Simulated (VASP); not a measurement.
Pd (fcc): the lattice constant a from VASP (plane waves, PAW) at several levels of theory. Static lattice.

```
level   lattice constant a (Å)  error against measurement
------  ----------------------  -------------------------
LDA                      3.842                     -0.9 %
PBE                      3.941                     +1.7 %
PBEsol                   3.874                     -0.0 %
```

Measured: 3.876 Å at 0 K (as given by Daniel Mejia-Rodriguez et al., Physical Review B (2018), arXiv:1807.09216; static lattice: zero-point anharmonic expansion removed).

The cell of the LDA run:

Pd is modelled in the cubic space group Fm-3m (No. 225), the fcc (Cu type) structure, Pearson symbol cF4. Cell: a = 3.842 Å, b = 3.842 Å, c = 3.842 Å, α = 90.00°, β = 90.00°, γ = 90.00°. Pd on 4a is surrounded by 12 Pd at 2.717 Å (cuboctahedral). (Neighbours: up to the widest gap in distance over summed covalent radii, below 1.35, at either atom.)
(The calculation used a cell of 1 atom; values per cell refer to that cell.)

Only levels that ran to the end are used. Left out are those held back, those with too coarse a band path, GW runs whose mesh misses a band edge, hybrids' fits of cells that aren't cubic and levels without matching references; a question may draw on a part of the rest.

The compound is Pd in the fcc structure.
